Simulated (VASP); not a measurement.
Output of a VASP run:

OUTCAR:
```
 ion  position               nearest neighbor table
   1  0.000  0.000  0.000-   2 2.65   2 2.65   2 2.65   2 2.65
   2  0.250  0.250  0.250-   1 2.65   1 2.65   1 2.65   1 2.65
  LATTYP: Found a body centered tetragonal cell.
 ALAT       =     4.3412039581
 C/A-ratio  =     1.4071776740
 Subroutine PRICEL returns:
 Original cell was already a primitive cell.
 Subroutine GETGRP returns: Found  8 space group operations
The static configuration has the point symmetry D_2d.
The dynamic configuration has the point symmetry D_2d.
 Subroutine INISYM returns: Found  8 space group operations
 Subroutine IBZKPT returns following result:
 Found    102 irreducible k-points:

 Following reciprocal coordinates:
            Coordinates               Weight
  0.000000  0.000000  0.000000      1.000000
  0.100000  0.000000  0.000000      8.000000
  0.200000  0.000000  0.000000      8.000000
  0.300000  0.000000  0.000000      8.000000
  0.400000 -0.000000  0.000000      8.000000
  0.500000  0.000000  0.000000      4.000000
  0.100000  0.100000  0.000000      2.000000
  0.200000  0.100000  0.000000      8.000000
  0.300000  0.100000  0.000000      8.000000
  0.400000  0.100000  0.000000      8.000000
  0.500000  0.100000  0.000000      8.000000
 -0.400000  0.100000  0.000000      8.000000
 -0.300000  0.100000  0.000000      8.000000
 -0.200000  0.100000  0.000000      8.000000
 -0.100000  0.100000  0.000000      4.000000
  0.200000  0.200000  0.000000      2.000000
  0.300000  0.200000  0.000000      8.000000
  0.400000  0.200000  0.000000      8.000000
  0.500000  0.200000  0.000000      8.000000
 -0.400000  0.200000  0.000000      8.000000
 -0.300000  0.200000  0.000000      8.000000
 -0.200000  0.200000  0.000000      4.000000
  0.300000  0.300000  0.000000      2.000000
  0.400000  0.300000  0.000000      8.000000
  0.500000  0.300000  0.000000      8.000000
 -0.400000  0.300000  0.000000      8.000000
 -0.300000  0.300000  0.000000      4.000000
  0.400000  0.400000  0.000000      2.000000
  0.500000  0.400000  0.000000      8.000000
 -0.400000  0.400000  0.000000      4.000000
  0.500000  0.500000  0.000000      1.000000
  0.100000  0.000000  0.100000      4.000000
  0.200000  0.000000  0.100000     16.000000
  0.300000  0.000000  0.100000     16.000000
  0.400000 -0.000000  0.100000     16.000000
  0.500000  0.000000  0.100000     16.000000
 -0.400000  0.000000  0.100000     16.000000
 -0.300000  0.000000  0.100000     16.000000
 -0.200000  0.000000  0.100000     16.000000
 -0.100000  0.000000  0.100000      8.000000
   k-points           NKPTS =    102   k-points in BZ     NKDIM =    102   number of bands    NBANDS=     13
   number of dos      NEDOS =    301   number of ions     NIONS =      2
   total plane-waves  NPLWV =  32768
   dimension x,y,z NGX =    32 NGY =   32 NGZ =   32
   dimension x,y,z NGXF=    64 NGYF=   64 NGZF=   64
   ions per type =               1   1
   PREC   = accura    normal or accurate (medium, high low for compatibility)
   ISTART =      0    job   : 0-new  1-cont  2-samecut
   ICHARG =      2    charge: 1-file 2-atom 10-const
   ISPIN  =      1    spin polarized calculation?
   LNONCOLLINEAR =      F non collinear calculations
   LSORBIT =      F    spin-orbit coupling
   INIWAV =      1    electr: 0-lowe 1-rand  2-diag
   ENCUT  =  480.0 eV  35.28 Ry    5.94 a.u.   7.74  7.74  7.76*2*pi/ulx,y,z
   NELM   =    100;   NELMIN=  2; NELMDL= -5     # of ELM steps
   EDIFF  = 0.1E-06   stopping-criterion for ELM
   LREAL  =      F    real-space projection
   NLSPLINE    = F    spline interpolate recip. space projectors
   LMAXMIX     =    4 max onsite mixed and CHGCAR
   VOSKOWN=      0    Vosko Wilk Nusair interpolation
   EDIFFG = -.1E-01   stopping-criterion for IOM
   NSW    =     30    number of steps for IOM
   NBLOCK =      1;   KBLOCK =     30    inner block; outer block
...
```

**OSZICAR**
```
       N       E                     dE             d eps       ncg     rms          rms(c)
DAV:   1     0.740930690988E+02    0.74093E+02   -0.84997E+03  2692   0.161E+03
DAV:   2    -0.284037132750E+01   -0.76933E+02   -0.74709E+02  2897   0.300E+02
DAV:   3    -0.815708881575E+01   -0.53167E+01   -0.52605E+01  3332   0.701E+01
DAV:   4    -0.824866885428E+01   -0.91580E-01   -0.91551E-01  3079   0.102E+01
DAV:   5    -0.825113898172E+01   -0.24701E-02   -0.24701E-02  3450   0.146E+00    0.311E+00
DAV:   6    -0.817831512992E+01    0.72824E-01   -0.98034E-02  3483   0.603E+00    0.183E+00
DAV:   7    -0.815246084792E+01    0.25854E-01   -0.50102E-02  3177   0.227E+00    0.363E-01
DAV:   8    -0.815246290452E+01   -0.20566E-05   -0.52015E-03  3540   0.105E+00    0.917E-02
DAV:   9    -0.815273558456E+01   -0.27268E-03   -0.46071E-04  2885   0.190E-01    0.329E-02
DAV:  10    -0.815273824560E+01   -0.26610E-05   -0.22050E-05  3322   0.416E-02    0.785E-03
DAV:  11    -0.815274839409E+01   -0.10148E-04   -0.12466E-05  2827   0.276E-02    0.336E-03
DAV:  12    -0.815274870062E+01   -0.30654E-06   -0.58284E-07  3172   0.773E-03    0.507E-04
DAV:  13    -0.815274865421E+01    0.46408E-07   -0.37232E-08  2121   0.167E-03
   1 F= -.81527487E+01 E0= -.81527699E+01  d E =-.815275E+01
```

OUTCAR:
```
------------------------ aborting loop because EDIFF is reached ----------------------------------------
  FORCE on cell =-STRESS in cart. coord.  units (eV):
  Direction    XX          YY          ZZ          XY          YZ          ZX
  --------------------------------------------------------------------------------------
  Total       -0.1551356     -0.1551356     -0.0787248      0.0000000      0.0000000     -0.0000000
  in kB       -4.3178993     -4.3178993     -2.1911518      0.0000000      0.0000000     -0.0000000
  external PRESSURE =      -3.6089835 kB  Pullay stress =       0.0000000 kB
  volume of cell :       57.56
      direct lattice vectors                 reciprocal lattice vectors
     0.000000000  3.069694757  3.054422644    -0.162882645  0.162882645  0.163697058
     3.069694757  0.000000000  3.054422644     0.162882645 -0.162882645  0.163697058
     3.069694757  3.069694757  0.000000000     0.162882645  0.162882645 -0.163697058
  FREE ENERGIE OF THE ION-ELECTRON SYSTEM (eV)
  ---------------------------------------------------
  free  energy   TOTEN  =        -8.1527486542 eV

  energy  without entropy=       -8.1528124694  energy(sigma->0) =       -8.15276993

 reached required accuracy - stopping structural energy minimisation
```
(Selected blocks of OUTCAR.)

POSCAR:
```
GaSb
1
    0.0000000000     3.0696947573     3.0544226441
    3.0696947573     0.0000000000     3.0544226441
    3.0696947573     3.0696947573     0.0000000000
Ga Sb
1 1
Direct
  0.0000000000   0.0000000000   0.0000000000
  0.2500000000   0.2500000000   0.2500000000
```

Q: Reconstruct the remaining input files.

A: Several could match; the one computed here: the input of the run itself, PBEsol GGA, plane waves, VASP's PBE PAW potentials (set 64).

INCAR:
```
! general
SYSTEM   =  GaSb
PREC     =  Accurate
ENCUT    =  480
LREAL    =  .FALSE.
LASPH    =  .TRUE.

! electronic loop
EDIFF    =  1E-7
NELM     =  100
ALGO     =  Normal
LMAXMIX  =  4

! smearing
ISMEAR   =  1
SIGMA    =  0.1

! functional
GGA      =  PS

! ions
IBRION   =  2
NSW      =  30
ISIF     =  2
EDIFFG   =  -0.01

! output
LWAVE    =  .FALSE.
LCHARG   =  .FALSE.
```

File KPOINTS:
```
Automatic mesh
0
G
 10 10 10
```

POTCAR, in this order: Ga_d Sb (PBE.64 set). Program: vasp_std.

The compound is GaSb in the zinc blende structure. This cell was strained or had an atom moved on purpose.
